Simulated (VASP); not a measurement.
Cu:

```xyz
1
Lattice="0.0000 1.8150 1.8150 1.8150 0.0000 1.8150 1.8150 1.8150 0.0000" Properties=species:S:1:pos:R:3 pbc="T T T"
Cu    0.0000    0.0000    0.0000
```

The cell was built by a generator and needn't be a form met in nature.

```yaml
Program: VASP 6.6.1
Task: relaxation of cell and atoms
Functional: r2SCAN
Potentials_or_basis: VASP PAW PBE potentials, release 64 (Cu)
Cutoff: 600 eV
k_mesh: 32 × 32 × 32
Occupations: methfessel-paxton, width 0.2 eV
Spin: no spin polarisation
```

At the start: pressure -5.9 GPa; volume 11.96 Å³/atom.

Where does the relaxation end?

Over 3 steps the energy falls by 9.0 meV/atom and the volume is 11.49 Å³/atom (-3.9 %); space group Fm-3m (No. 225, to 0.05 Å).

Step by step:
```tsv
step	energy change (eV)	largest force (eV/Å)	pressure (GPa)	volume (Å³)
1	0.0000	0.0000	-5.94	11.96
2	-0.0055	0.0000	4.07	11.21
3	-0.0090	0.0000	-0.11	11.49
```

Final structure:
```yaml
crystal:
  lattice:
    - [0.00000, 1.79083, 1.79083]
    - [1.79083, 0.00000, 1.79083]
    - [1.79083, 1.79083, 0.00000]
  atoms:
    - { symbol: Cu, position: [0.00000, 0.00000, 0.00000] }
```

Caveat: the PAW data sets were made with another functional, which shifts forces and pressure a little.
